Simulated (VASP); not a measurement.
Calculation: PBE GGA, VASP's PBE PAW potentials (set 64) (plane waves; VASP).

VASP input:

**KPOINTS**
```
Automatic
0
G
  10 10 10
0 0 0
```

File POSCAR:
```
LiH
1
    0.0000000000     1.9991872349     1.9991872349
    1.9991872349     0.0000000000     1.9991872349
    1.9991872349     1.9991872349     0.0000000000
Li H
1 1
Direct
  0.0000000000   0.0000000000   0.0000000000
  0.5000000000   0.5000000000   0.5000000000
```

**INCAR**
```
SYSTEM = LiH
PREC = Accurate; ENCUT = 650; LREAL = .False.
LASPH = .True.
EDIFF = 1E-7; NELM = 100; ALGO = Normal
ISMEAR = 0; SIGMA = 0.05
GGA = PE
IBRION = 6; NSW = 1; ISIF = 3
POTIM = 0.015; NFREE = 2
LWAVE = .False.; LCHARG = .False.
```

POTCAR, in this order: Li_sv H (PBE.64 set). Program: vasp_std.

What VASP printed:

OUTCAR:
```
 ion  position               nearest neighbor table
   1  0.000  0.000  0.000-
   2  0.500  0.500  0.500-
  LATTYP: Found a face centered cubic cell.
 ALAT       =     3.9983744698
 Subroutine PRICEL returns:
 Original cell was already a primitive cell.
 Subroutine GETGRP returns: Found 48 space group operations
The static configuration has the point symmetry O_h .
The dynamic configuration has the point symmetry O_h .
 Subroutine INISYM returns: Found 48 space group operations
 Subroutine IBZKPT returns following result:
 Found     47 irreducible k-points:

 Following reciprocal coordinates:
            Coordinates               Weight
  0.000000  0.000000  0.000000      1.000000
  0.100000  0.000000  0.000000      8.000000
  0.200000  0.000000  0.000000      8.000000
  0.300000  0.000000  0.000000      8.000000
  0.400000  0.000000  0.000000      8.000000
  0.500000  0.000000  0.000000      4.000000
  0.100000  0.100000  0.000000      6.000000
  0.200000  0.100000  0.000000     24.000000
  0.300000  0.100000  0.000000     24.000000
...
```

File OUTCAR:
```


   1 f  =   17.759384 THz   111.585503 2PiTHz  592.389299 cm-1    73.446879 meV

   2 f  =   17.759384 THz   111.585503 2PiTHz  592.389299 cm-1    73.446879 meV

   3 f  =   17.759384 THz   111.585503 2PiTHz  592.389299 cm-1    73.446879 meV

   4 f/i=    0.032728 THz     0.205638 2PiTHz    1.091700 cm-1     0.135354 meV

   5 f/i=    0.032728 THz     0.205638 2PiTHz    1.091700 cm-1     0.135354 meV

   6 f/i=    0.032728 THz     0.205638 2PiTHz    1.091700 cm-1     0.135354 meV

 ELASTIC MODULI CONTR FROM IONIC RELAXATION (kBar)
 Direction    XX          YY          ZZ          XY          YZ          ZX
 --------------------------------------------------------------------------------
 XX           0.0000      0.0000      0.0000      0.0000      0.0000      0.0000
 YY           0.0000      0.0000      0.0000      0.0000      0.0000      0.0000
 ZZ           0.0000      0.0000      0.0000      0.0000      0.0000      0.0000
 XY           0.0000      0.0000      0.0000      0.0000      0.0000      0.0000
 YZ           0.0000      0.0000      0.0000      0.0000      0.0000      0.0000
 ZX           0.0000      0.0000      0.0000      0.0000      0.0000      0.0000
 --------------------------------------------------------------------------------

 TOTAL ELASTIC MODULI (kBar)
 Direction    XX          YY          ZZ          XY          YZ          ZX
 --------------------------------------------------------------------------------
 XX         848.6066    122.3045    122.3045      0.0000     -0.0000      0.0000
 YY         122.3045    848.6066    122.3045     -0.0000     -0.0000      0.0000
 ZZ         122.3045    122.3045    848.6066     -0.0000     -0.0000      0.0000
 XY           0.0000     -0.0000     -0.0000    490.6913      0.0000      0.0000
 YZ          -0.0000     -0.0000     -0.0000      0.0000    490.6913      0.0000
 ZX           0.0000      0.0000      0.0000      0.0000      0.0000    490.6913
 --------------------------------------------------------------------------------
```
(Selected blocks of OUTCAR.)

The compound is LiH in the rock salt structure. It was relaxed first, which changed the volume by -6 %.
